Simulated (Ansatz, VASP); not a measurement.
## HfMo: VASP beside Ansatz

```
Hf Mo
1.0
     2.98429    0.00000    0.00000
    -1.11255    2.76916    0.00000
     0.00000    0.00000    4.44701
Hf Mo
1 1
Direct
  0.00000 0.00000 0.00000
  0.50000 0.50000 0.50000
```

Alike in both runs: task single point; functional PBE; k mesh 10 × 10 × 6; occupations gaussian, width 0.05 eV; no spin polarisation.

```csv
,VASP,Ansatz
version,VASP 6.6.1,Ansatz 0.2.0
potentials or method,"VASP PAW PBE potentials, release 64 (Hf_pv, Mo_sv), cutoff 520 eV","all-electron LAPW, scalar-relativistic"
```

|  | VASP | Ansatz | Ansatz less VASP |
| --- | --- | --- | --- |
| gap on the k mesh at the Fermi level (eV) | none | none | - |
| pressure (GPa) | -0.2 | 0.1 | +0.34 |
| largest component of the traceless stress (GPa) | 0.74 | 0.80 | +0.060 |

A gap of «none» marks a metal or a gap that the smearing closes. Ansatz ran all-electron here, so the differences hold the error of VASP's frozen core and of both bases.

Spin-orbit coupling is left out, which matters for the levels of Hf.
